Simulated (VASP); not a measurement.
OSZICAR of a VASP run on LiF (rock salt):

**OSZICAR**
```
       N       E                     dE             d eps       ncg     rms          rms(c)
DAV:   1     0.336495059718E+02    0.33650E+02   -0.56688E+03  1592   0.113E+03
DAV:   2    -0.672036656092E+01   -0.40370E+02   -0.39775E+02  1676   0.209E+02
DAV:   3    -0.768939754777E+01   -0.96903E+00   -0.96695E+00  1961   0.311E+01
DAV:   4    -0.769945996138E+01   -0.10062E-01   -0.10057E-01  1964   0.309E+00
DAV:   5    -0.769954023092E+01   -0.80270E-04   -0.80269E-04  2118   0.186E-01    0.484E+00
DAV:   6    -0.709952168875E+01    0.60002E+00   -0.32207E+00  1554   0.139E+01    0.139E+00
DAV:   7    -0.710104229770E+01   -0.15206E-02   -0.21356E-02  1924   0.168E+00    0.845E-01
DAV:   8    -0.710426192981E+01   -0.32196E-02   -0.13868E-02  2045   0.159E+00    0.101E-01
DAV:   9    -0.710431085290E+01   -0.48923E-04   -0.93418E-04  1619   0.341E-01    0.416E-02
DAV:  10    -0.710437301959E+01   -0.62167E-04   -0.10306E-04  1673   0.106E-01    0.110E-02
DAV:  11    -0.710437386562E+01   -0.84603E-06   -0.26375E-06  1985   0.222E-02    0.319E-03
DAV:  12    -0.710437421232E+01   -0.34670E-06   -0.48999E-07  1768   0.739E-03    0.137E-03
DAV:  13    -0.710437430572E+01   -0.93403E-07   -0.95309E-08  1446   0.378E-03
   1 F= -.71043743E+01 E0= -.71043743E+01  d E =0.000000E+00
```

Problem. Which electronic solver shows in the log?

Solution. It is blocked Davidson (ALGO = Normal, or the opening steps of other solvers). The INCAR had ALGO = Normal.

Problem. Can the final energy be trusted as converged?

Solution. The calculation finished and met its thresholds. It stopped with EDIFF = 1E-7, NELM = 100 (optB88-vdW, plane waves, VASP's PBE PAW potentials (set 64)).

The compound is LiF in the rock salt structure. It was relaxed first.
